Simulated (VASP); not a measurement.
Crystal: ScAl3N4.

```
Al Sc N
1.0
     6.45408    0.00000    0.00000
    -3.22704    5.58940    0.00000
     0.00000    0.00000    5.02475
Al Sc N
6 2 8
Direct
  0.33333 0.16667 0.50000
  0.16667 0.83333 0.00000
  0.33333 0.66667 0.50000
  0.66667 0.33333 0.00000
  0.66667 0.83333 0.00000
  0.83333 0.66667 0.50000
  0.16667 0.33333 0.00000
  0.83333 0.16667 0.50000
  0.16667 0.33333 0.38200
  0.33333 0.16667 0.88200
  0.16667 0.83333 0.38200
  0.33333 0.66667 0.88200
  0.66667 0.33333 0.38200
  0.83333 0.16667 0.88200
  0.66667 0.83333 0.38200
  0.83333 0.66667 0.88200
```

The cell was built by a generator and needn't be a form met in nature.

| Property | Result |
| --- | --- |
| Program | VASP 6.6.1 |
| Task | relaxation of cell and atoms |
| Functional | PBEsol |
| Potentials or basis | VASP PAW PBE potentials, release 64 (Al, Sc_sv, N) |
| Cutoff | 600 eV |
| k mesh | 4 × 4 × 5 |
| Occupations | gaussian, width 0.05 eV |
| Spin | no spin polarisation |

At the start: pressure 2.8 GPa; volume 11.33 Å³/atom.

Where does the relaxation end?

Over 14 steps the energy falls by 91.0 meV/atom and the volume is 11.28 Å³/atom (-0.5 %); space group Cmc2_1 (No. 36, to 0.05 Å).

The path:
```tsv
step	energy change (eV)	largest force (eV/Å)	pressure (GPa)	volume (Å³)
1	0.0000	3.8728	2.78	181.26
2	-1.1820	0.8386	-5.13	186.45
3	-1.2750	0.7190	-3.94	185.28
4	-1.4092	0.4417	2.33	178.63
5	-1.4217	0.3715	0.82	180.08
6	-1.4407	0.2041	-0.16	180.88
7	-1.4411	0.1887	-0.33	181.03
8	-1.4506	0.0927	-0.21	180.79
9	-1.4516	0.1079	-0.15	180.68
10	-1.4546	0.0441	0.18	180.29
11	-1.4546	0.0440	0.18	180.30
12	-1.4552	0.0272	-0.10	180.55
13	-1.4552	0.0275	-0.07	180.52
14	-1.4554	0.0154	0.01	180.45
```

Final structure:
```yaml
crystal:
  lattice:
    - [6.44710, -0.01826, 0.00000]
    - [-3.23937, 5.61075, 0.00000]
    - [0.00000, 0.00000, 4.99659]
  atoms:
    - { symbol: Al, position: [0.33526, 0.16410, 0.49848] }
    - { symbol: Al, position: [0.16910, 0.83455, 0.99508] }
    - { symbol: Al, position: [0.33526, 0.67117, 0.49848] }
    - { symbol: Al, position: [0.66474, 0.33590, 0.99848] }
    - { symbol: Al, position: [0.66474, 0.82883, 0.99848] }
    - { symbol: Al, position: [0.83090, 0.66545, 0.49508] }
    - { symbol: Sc, position: [0.17748, 0.33874, 0.98942] }
    - { symbol: Sc, position: [0.82252, 0.16126, 0.48942] }
    - { symbol: N, position: [0.18269, 0.34134, 0.41382] }
    - { symbol: N, position: [0.34492, 0.15429, 0.87628] }
    - { symbol: N, position: [0.16522, 0.83261, 0.38016] }
    - { symbol: N, position: [0.34492, 0.69063, 0.87628] }
    - { symbol: N, position: [0.65508, 0.34571, 0.37628] }
    - { symbol: N, position: [0.81731, 0.15866, 0.91382] }
    - { symbol: N, position: [0.65508, 0.80937, 0.37628] }
    - { symbol: N, position: [0.83478, 0.66739, 0.88016] }
```

Caveat: the PAW data sets were made with another functional, which shifts forces and pressure a little.
